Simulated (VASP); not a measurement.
An input for Quantum ESPRESSO's pw.x (written as the equivalent of a VASP run, and not itself run):

```
&CONTROL
  calculation = 'scf'
  pseudo_dir = './pseudo'
  outdir = './out'
  tprnfor = .true.
  tstress = .true.
/
&SYSTEM
  ibrav = 0
  nat = 10
  ntyp = 2
  ecutwfc = 84
  occupations = 'smearing'
  smearing = 'methfessel-paxton'
  degauss = 0.009996
  input_dft = 'pbe'
/
&ELECTRONS
  conv_thr = 7.3e-08
  electron_maxstep = 100
/
ATOMIC_SPECIES
  Ga 69.723 Ga.upf
  O 15.999 O.upf
CELL_PARAMETERS angstrom
     6.0088340   -1.4911760    0.0000000
     6.0088340    1.4911760    0.0000000
    -1.3545070    0.0000000    5.5294330
ATOMIC_POSITIONS crystal
  Ga   0.3411600  0.3411600  0.6852700
  Ga   0.6588400  0.6588400  0.3147300
  Ga   0.9095300  0.9095300  0.2052100
  Ga   0.0904700  0.0904700  0.7947900
  O    0.5035300  0.5035300  0.7433400
  O    0.4964700  0.4964700  0.2566600
  O    0.8266300  0.8266300  0.4367700
  O    0.1733700  0.1733700  0.5632300
  O    0.1645000  0.1645000  0.1091500
  O    0.8355000  0.8355000  0.8908500
K_POINTS automatic
  4 4 4 0 0 0
```

Q: Write the VASP files for the same calculation (PBE).

A: One answer among several that fit: 
**POSCAR**
```
Ga2O3
1
    6.0088340000    -1.4911760000     0.0000000000
    6.0088340000     1.4911760000     0.0000000000
   -1.3545070000     0.0000000000     5.5294330000
Ga O
4 6
Direct
  0.3411600000   0.3411600000   0.6852700000
  0.6588400000   0.6588400000   0.3147300000
  0.9095300000   0.9095300000   0.2052100000
  0.0904700000   0.0904700000   0.7947900000
  0.5035300000   0.5035300000   0.7433400000
  0.4964700000   0.4964700000   0.2566600000
  0.8266300000   0.8266300000   0.4367700000
  0.1733700000   0.1733700000   0.5632300000
  0.1645000000   0.1645000000   0.1091500000
  0.8355000000   0.8355000000   0.8908500000
```

### KPOINTS
```
Automatic mesh
0
Gamma
  4 4 4
```

INCAR:
```
ALGO = Normal   ! blocked Davidson
SYSTEM = Ga2O3
LCHARG = .FALSE.
LMAXMIX = 4
ISMEAR = 1
LWAVE = .FALSE.
LREAL = .FALSE.   ! projection in real space or not
GGA = PE
NELM = 100   ! most electronic steps
ISIF = 2
ENCUT = 400
LASPH = .TRUE.   ! aspherical one-centre terms
EDIFF = 1E-6   ! SCF stop (eV)
PREC = Accurate
SIGMA = 0.136   ! width (eV)
```

POTCAR, in this order: Ga_d O (PBE.64 set). Program: vasp_std.

The two are equivalent in intent, not identical: the potentials are each code's own (VASP's PAW set, PseudoDojo norm-conserving files in pw.x), so ENCUT and ecutwfc are chosen apart and not converted; conv_thr bounds pw.x's estimated SCF error, while EDIFF bounds the energy change between steps.

The structure comes from a computed database's Ga2O3 entry; how it stands against other phases isn't given here. The cell was not relaxed at this level. The k-mesh is coarse (spacing up to 0.54 per Å, 2π included), so the numbers may not be converged in it. The run is one of a series of settings (ISMEAR = 1, SIGMA = 0.136, KPOINTS 4×4×4 Γ-centred mesh against the base run), some of them coarse on purpose.
